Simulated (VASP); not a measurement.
Data:

```
Sc
1.0
    3.29122     0.00000     0.00000
   -1.64561     2.85028     0.00000
    0.00000     0.00000     5.33257
Sc
2
Cartesian
  0.05464   1.91067   1.27951
  1.59097   0.93961   4.05306
```

All values below come from PBEsol GGA, VASP's PBE PAW potentials (set 64) (plane waves; VASP). Numerical set-up: 300 eV cut-off, 8×8×4 Γ-centred mesh, first-order Methfessel-Paxton smearing of 0.10 eV, potentials Sc_sv.

At this cut-off the stress carries a Pulay error, which pulls relaxed volumes low. The run has a spin-polarised start.

Question: Which forces act on the atoms, in eV/Å?

Answer: 
```json
[
 {"atom": "Sc1", "Fx": "-0.159", "Fy": "-0.022", "Fz": "0.337"},
 {"atom": "Sc2", "Fx": "0.159", "Fy": "0.022", "Fz": "-0.337"}
]
```

Question: Give the stress tensor in GPa (positive for a compressed cell).

Answer: 
```
-2.44  -0.52  -0.17
-0.52  -2.19  -0.01
-0.17  -0.01  -5.06
```
The pressure is its mean diagonal, -3.23 GPa.

The structure comes from a computed database's Sc entry; how it stands against other phases isn't given here. The cell was not relaxed at this level, atoms are displaced from their ideal sites.
